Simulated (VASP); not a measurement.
The system is H2, in a box.

```
H
1.0
    11.17151    0.00000    0.00000
     0.00000   11.67151    0.00000
     0.00000    0.00000   12.17151
H
2
Direct
  0.50298 0.48780 0.52759
  0.49722 0.51966 0.47427
```

Base run:

| Item | Value |
| --- | --- |
| Program | VASP 6.6.1 |
| Functional | RPBE |
| Potentials or basis | VASP PAW PBE potentials, release 64 (H) |
| Cutoff | 400 eV |
| k mesh | 1 × 1 × 1 |
| Occupations | gaussian, width 0.01 eV |
| Spin | no spin polarisation |

Its results: gap between the frontier levels 10.21 eV; largest force 0.117 eV/Å.

Problem. The run is repeated on the same cell with these changes: functional from RPBE to PBEsol. What comes out?

Solution. Gap between the frontier levels 10.03 eV; largest force 0.286 eV/Å.

Caveats: the PAW data sets were made with another functional, which shifts forces and pressure a little.

